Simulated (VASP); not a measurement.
Input:

```xyz
2
Lattice="0.0000 2.6919 2.6919 2.6919 0.0000 2.6919 2.6919 2.6919 0.0000" Properties=species:S:1:pos:R:3 pbc="T T T"
Mg     0.0000     0.0000     0.0000
Se     2.6919     2.6919     2.6919
```

All values below come from LDA (Ceperley-Alder, Perdew-Zunger), VASP's LDA PAW potentials (set 64) (plane waves; VASP). Run with 520 eV cut-off, Gaussian smearing of 0.050 eV, potentials Mg Se.

### Question
Give the energies of bands 2 to 7 at the high-symmetry points, in eV from the valence-band maximum.

### Answer

| band | Γ | X | U | L | W |
|---|---|---|---|---|---|
| 2 | 0.00 | -4.50 | -3.99 | -5.20 | -3.51 |
| 3 | 0.00 | -1.89 | -3.53 | -0.63 | -3.51 |
| 4 | 0.00 | -1.89 | -1.53 | -0.63 | -2.71 |
| 5 | 2.65 | 1.71 | 2.95 | 3.75 | 4.57 |
| 6 | 7.34 | 3.78 | 6.25 | 6.04 | 6.97 |
| 7 | 7.34 | 11.96 | 8.99 | 6.04 | 7.56 |

The gap is indirect, 1.71 eV, from the valence maximum at Γ to the conduction minimum at X.

The compound is MgSe in the rock salt structure. It was relaxed first.
